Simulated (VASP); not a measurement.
Here is the system:

```
CELL_PARAMETERS angstrom
      0.00000     1.88764     1.88764
      1.88764     0.00000     1.88764
      1.88764     1.88764     0.00000
ATOMIC_POSITIONS crystal
  Ir 0.00000 0.00000 0.00000
```

These are r2SCAN meta-GGA, VASP's PBE PAW potentials (set 64) (plane waves; VASP) values and carry that method's errors. Numerical set-up: 480 eV cut-off, 16×16×16 Γ-centred mesh, first-order Methfessel-Paxton smearing of 0.10 eV, potentials Ir.

### Question
Give the stress tensor in GPa (positive for a compressed cell).

### Answer

```
27.07   0.00   0.00
 0.00  27.07   0.00
 0.00   0.00  27.07
```
The pressure is its mean diagonal, 27.07 GPa.

The compound is Ir in the fcc structure. This cell was strained or had an atom moved on purpose.
